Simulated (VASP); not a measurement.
Output of a VASP run:

File OUTCAR:
```
 ion  position               nearest neighbor table
   1  0.333  0.667  0.247-   5 2.37   5 2.37   5 2.37   4 2.46   3 2.74   3 2.74   3 2.74
   2  0.667  0.333  0.753-   4 2.37   4 2.37   4 2.37   5 2.46   3 2.74   3 2.74   3 2.74
   3  0.000  0.000  0.000-   1 2.74   2 2.74   2 2.74   1 2.74   2 2.74   1 2.74
   4  0.333  0.667  0.646-   2 2.37   2 2.37   2 2.37   1 2.46
   5  0.667  0.333  0.354-   1 2.37   1 2.37   1 2.37   2 2.46
  LATTYP: Found a hexagonal cell.
 ALAT       =     3.9377653055
 C/A-ratio  =     1.5704256652
 Subroutine PRICEL returns:
 Original cell was already a primitive cell.
 Subroutine GETGRP returns: Found 12 space group operations
The static configuration has the point symmetry D_3d.
The dynamic configuration has the point symmetry D_3d.
 Subroutine INISYM returns: Found 12 space group operations
 Subroutine IBZKPT returns following result:
 Found     40 irreducible k-points:

 Following reciprocal coordinates:
            Coordinates               Weight
  0.000000  0.000000  0.000000      1.000000
  0.125000  0.000000  0.000000      6.000000
  0.250000  0.000000  0.000000      6.000000
  0.375000 -0.000000  0.000000      6.000000
  0.500000  0.000000  0.000000      3.000000
  0.125000  0.125000  0.000000      6.000000
  0.250000  0.125000  0.000000     12.000000
  0.375000  0.125000  0.000000     12.000000
  0.250000  0.250000  0.000000      6.000000
  0.375000  0.250000  0.000000      6.000000
  0.000000  0.000000  0.200000      2.000000
  0.125000  0.000000  0.200000      6.000000
  0.000000  0.125000  0.200000      6.000000
  0.250000  0.000000  0.200000      6.000000
  0.000000  0.250000  0.200000      6.000000
  0.375000 -0.000000  0.200000      6.000000
 -0.000000  0.375000  0.200000      6.000000
  0.500000  0.000000  0.200000      6.000000
  0.125000  0.125000  0.200000     12.000000
  0.250000  0.125000  0.200000     12.000000
 -0.125000  0.375000  0.200000     12.000000
  0.375000  0.125000  0.200000     12.000000
 -0.125000  0.500000  0.200000     12.000000
  0.250000  0.250000  0.200000     12.000000
  0.375000  0.250000  0.200000     12.000000
  0.000000  0.000000  0.400000      2.000000
  0.125000  0.000000  0.400000      6.000000
  0.000000  0.125000  0.400000      6.000000
  0.250000  0.000000  0.400000      6.000000
  0.000000  0.250000  0.400000      6.000000
  0.375000 -0.000000  0.400000      6.000000
 -0.000000  0.375000  0.400000      6.000000
  0.500000  0.000000  0.400000      6.000000
  0.125000  0.125000  0.400000     12.000000
  0.250000  0.125000  0.400000     12.000000
 -0.125000  0.375000  0.400000     12.000000
  0.375000  0.125000  0.400000     12.000000
 -0.125000  0.500000  0.400000     12.000000
  0.250000  0.250000  0.400000     12.000000
  0.375000  0.250000  0.400000     12.000000
   k-points           NKPTS =     40   k-points in BZ     NKDIM =     40   number of bands    NBANDS=     72
   number of dos      NEDOS =   1001   number of ions     NIONS =      5
   total plane-waves  NPLWV =  43200
   dimension x,y,z NGX =    30 NGY =   30 NGZ =   48
   dimension x,y,z NGXF=    60 NGYF=   60 NGZF=   96
   ions per type =               2   3
   PREC   = accura    normal or accurate (medium, high low for compatibility)
   ISTART =      0    job   : 0-new  1-cont  2-samecut
   ICHARG =      2    charge: 1-file 2-atom 10-const
   ISPIN  =      1    spin polarized calculation?
   LNONCOLLINEAR =      F non collinear calculations
   LSORBIT =      F    spin-orbit coupling
   INIWAV =      1    electr: 0-lowe 1-rand  2-diag
   ENCUT  =  520.0 eV  38.22 Ry    6.18 a.u.   7.32  7.32 11.50*2*pi/ulx,y,z
   NELM   =    100;   NELMIN=  2; NELMDL= -5     # of ELM steps
   EDIFF  = 0.1E-06   stopping-criterion for ELM
   LREAL  =      F    real-space projection
   NLSPLINE    = F    spline interpolate recip. space projectors
   LMAXMIX     =    6 max onsite mixed and CHGCAR
   VOSKOWN=      0    Vosko Wilk Nusair interpolation
...
```

OSZICAR:
```
       N       E                     dE             d eps       ncg     rms          rms(c)
DAV:   1     0.360233675777E+03    0.36023E+03   -0.12839E+04  8744   0.844E+02
DAV:   2     0.508368176430E+01   -0.35515E+03   -0.27879E+03  6368   0.196E+02
DAV:   3    -0.436340153163E+02   -0.48718E+02   -0.45269E+02  6280   0.751E+01
DAV:   4    -0.474542436756E+02   -0.38202E+01   -0.37206E+01  8568   0.183E+01
DAV:   5    -0.476128316685E+02   -0.15859E+00   -0.15709E+00  9520   0.311E+00    0.149E+01
DAV:   6    -0.422424416023E+02    0.53704E+01   -0.91322E+00  9216   0.141E+01    0.790E+00
DAV:   7    -0.418262376163E+02    0.41620E+00   -0.98638E-01  8744   0.616E+00    0.356E+00
DAV:   8    -0.418098995718E+02    0.16338E-01   -0.30522E-01  8344   0.196E+00    0.133E+00
DAV:   9    -0.418227787642E+02   -0.12879E-01   -0.48070E-02  8440   0.888E-01    0.404E-01
DAV:  10    -0.418235793480E+02   -0.80058E-03   -0.51945E-03  7912   0.269E-01    0.270E-01
DAV:  11    -0.418250259808E+02   -0.14466E-02   -0.17488E-03  8344   0.181E-01    0.499E-02
DAV:  12    -0.418250257936E+02    0.18721E-06   -0.91561E-05  7944   0.557E-02    0.174E-02
DAV:  13    -0.418250717023E+02   -0.45909E-04   -0.41863E-05  6464   0.198E-02    0.556E-03
DAV:  14    -0.418250755243E+02   -0.38220E-05   -0.35559E-06  7496   0.688E-03    0.251E-03
DAV:  15    -0.418250763707E+02   -0.84648E-06   -0.93958E-07  6944   0.325E-03    0.836E-04
DAV:  16    -0.418250764307E+02   -0.59976E-07   -0.84671E-08  6912   0.102E-03
   1 F= -.41825076E+02 E0= -.41825076E+02  d E =-.445326E-28
 imaginary and real dielectric function
```

### OUTCAR
```
------------------------ aborting loop because EDIFF is reached ----------------------------------------
  FORCE on cell =-STRESS in cart. coord.  units (eV):
  Direction    XX          YY          ZZ          XY          YZ          ZX
  --------------------------------------------------------------------------------------
  Total       -0.0095367     -0.0095367     -0.0349493      0.0000000      0.0000000      0.0000000
  in kB       -0.1839977     -0.1839977     -0.6742978      0.0000000      0.0000000      0.0000000
  external PRESSURE =      -0.3474311 kB  Pullay stress =       0.0000000 kB
  volume of cell :       83.04
      direct lattice vectors                 reciprocal lattice vectors
     1.968882692 -3.410204766  0.000000000     0.253951138 -0.146618762  0.000000000
     1.968882692  3.410204766  0.000000000     0.253951138  0.146618762  0.000000000
     0.000000000  0.000000000  6.183967699     0.000000000  0.000000000  0.161708477
 POSITION                                       TOTAL-FORCE (eV/Angst)
 -----------------------------------------------------------------------------------
      1.96888      1.13674      1.52911        -0.000000      0.000000     -0.001788
      1.96888     -1.13674      4.65486        -0.000000     -0.000000      0.001788
      0.00000      0.00000      0.00000         0.000000      0.000000      0.000000
      1.96888      1.13674      3.99346         0.000000     -0.000000     -0.018924
      1.96888     -1.13674      2.19051         0.000000      0.000000      0.018924
 -----------------------------------------------------------------------------------
    total drift:                               -0.000000      0.000000      0.000000
  FREE ENERGIE OF THE ION-ELECTRON SYSTEM (eV)
  ---------------------------------------------------
  free  energy   TOTEN  =       -41.8250764307 eV

  energy  without entropy=      -41.8250764307  energy(sigma->0) =      -41.82507643

 plasma frequency squared (from intraband transitions) (eV^2)
  --------------------------------------------------------------------------------------
       0.000       0.000       0.000
       0.000       0.000      -0.000
       0.000      -0.000       0.000

 plasma frequency squared (from interband transitions, int dw w eps(2)(w)) (eV^2)
  --------------------------------------------------------------------------------------
     511.146       0.000       0.000       0.000      -0.000       0.000
       0.000      -0.000     511.146       0.000       0.000       0.000
      -0.000      -0.000       0.000      -0.000     511.088       0.000
```
(Selected blocks of OUTCAR.)

**POSCAR**
```
La2O3
1
    1.9688826920    -3.4102047660     0.0000000000
    1.9688826920     3.4102047660    -0.0000000000
    0.0000000000     0.0000000000     6.1839676993
La O
2 3
Direct
  0.3333330000   0.6666670000   0.2472692539
  0.6666670000   0.3333330000   0.7527307461
  0.0000000000   0.0000000000   1.0000000000
  0.3333330000   0.6666670000   0.6457762275
  0.6666670000   0.3333330000   0.3542237725
```

### Question
Reconstruct the remaining input files.

### Answer
Several could match; the one computed here: the input of the run itself, PBE GGA, plane waves, VASP's PBE PAW potentials (set 64).

KPOINTS:
```
K-points
0
gamma
  8 8 5
```

INCAR:
```
# general
SYSTEM  = La2O3
PREC    = Accurate
ENCUT   = 520
LREAL   = .False.
LASPH   = .True.
NBANDS  = 72

# electronic loop
EDIFF   = 1E-7
NELM    = 100
ALGO    = Normal
LMAXMIX = 6

# smearing
ISMEAR  = 0
SIGMA   = 0.01

# functional
GGA     = PE

# output
LWAVE   = .False.
LCHARG  = .False.
NEDOS   = 1001

# other
LOPTICS = .True.
CSHIFT  = 0.1
```

POTCAR, in this order: La O (PBE.64 set). Program: vasp_std.

The compound is La2O3 in the a-type structure. It was relaxed first.
